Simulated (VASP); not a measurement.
All values below come from RPBE GGA, VASP's PBE PAW potentials (set 64) (plane waves; VASP).

Input for VASP

### INCAR
```
NELM = 100   ! most electronic steps
PREC = Accurate
LWAVE = .FALSE.
LREAL = .FALSE.
LASPH = .TRUE.   ! aspherical one-centre terms
EDIFF = 1E-7
GGA = RP
SIGMA = 0.05   ! width (eV)
ISMEAR = 0
LCHARG = .FALSE.
ENCUT = 520
ALGO = Normal
ISIF = 2
SYSTEM = CaF2
```

### POSCAR
```
CaF2
1
    0.0000000000     2.7489025750     2.7489025750
    2.7489025750     0.0000000000     2.7489025750
    2.7489025750     2.7489025750     0.0000000000
Ca F
1 2
Direct
  0.0000000000   0.0000000000   0.0000000000
  0.2500000000   0.2500000000   0.2500000000
  0.7500000000   0.7500000000   0.7500000000
```

KPOINTS:
```
Automatic mesh
0
Gamma
7 7 7
0 0 0
```

POTCAR, in this order: Ca_sv F (PBE.64 set). Program: vasp_std.

Task: Estimate the energy per atom (σ→0), pressure.

Result: 
The energy per atom (σ→0) is -5.498 eV/atom and the pressure is 4.88 GPa.

File OSZICAR:
```
...
DAV:   9    -0.164927302248E+02   -0.83661E-02   -0.13455E-02   816   0.936E-01    0.153E-01
DAV:  10    -0.164942564562E+02   -0.15262E-02   -0.25583E-03   744   0.374E-01    0.433E-02
DAV:  11    -0.164942860641E+02   -0.29608E-04   -0.23728E-04   848   0.141E-01    0.148E-02
DAV:  12    -0.164943080549E+02   -0.21991E-04   -0.50907E-05   688   0.662E-02    0.540E-03
DAV:  13    -0.164943086969E+02   -0.64194E-06   -0.72968E-06   976   0.223E-02    0.499E-03
DAV:  14    -0.164943078511E+02    0.84580E-06   -0.18130E-06   760   0.135E-02    0.611E-04
DAV:  15    -0.164943078880E+02   -0.36878E-07   -0.87718E-08   592   0.293E-03
   1 F= -.16494308E+02 E0= -.16494308E+02  d E =-.127301E-17
```

The compound is CaF2 in the fluorite structure. This cell is one point of a volume scan, at 0.94 of the reference volume.
